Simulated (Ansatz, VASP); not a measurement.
## K2LiAlF6 (lda) in VASP and in Ansatz

```xyz
10
Lattice="0.0000 3.8196 3.8196 3.8196 0.0000 3.8196 3.8196 3.8196 0.0000" Properties=species:S:1:pos:R:3 pbc="T T T"
K     1.9098    1.9098    1.9098
K     5.7294    5.7294    5.7294
Li    3.8196    3.8196    3.8196
Al    0.0000    0.0000    0.0000
F     1.8028    3.8196    3.8196
F     3.8196    1.8028    3.8196
F     5.8364    3.8196    3.8196
F     3.8196    5.8364    3.8196
F     3.8196    3.8196    1.8028
F     3.8196    3.8196    5.8364
```

Alike in both runs: functional LDA; k mesh 6 × 6 × 6; occupations gaussian, width 0.02 eV; no spin polarisation.

Ansatz relaxed the structure, and its values are those at the end. VASP's run is a single point on that final structure, the one shown.

|  | VASP | Ansatz |
| --- | --- | --- |
| version | VASP 6.6.1 | Ansatz 0.2.0 |
| potentials or method | VASP PAW LDA potentials, release 64 (K_sv, Li_sv, Al, F) | scalar-relativistic, plane waves, PAW |
| plane-wave cutoff (eV) | 520 | 420 |
| valence electrons in the cell | 66 | 66 |

|  | VASP | Ansatz | Ansatz less VASP |
| --- | --- | --- | --- |
| gap on the k mesh at the Fermi level (eV) | 8.11 | 8.13 | +0.025 |
| least direct gap on the mesh (eV) | 8.11 | 8.13 | +0.025 |
| rms of the force components (eV/Å) | 0.032 | 0.000 | -0.0316 |

 A k mesh can miss the band edges. Expect the measured gap to be larger: semilocal functionals such as LDA lack the derivative discontinuity.
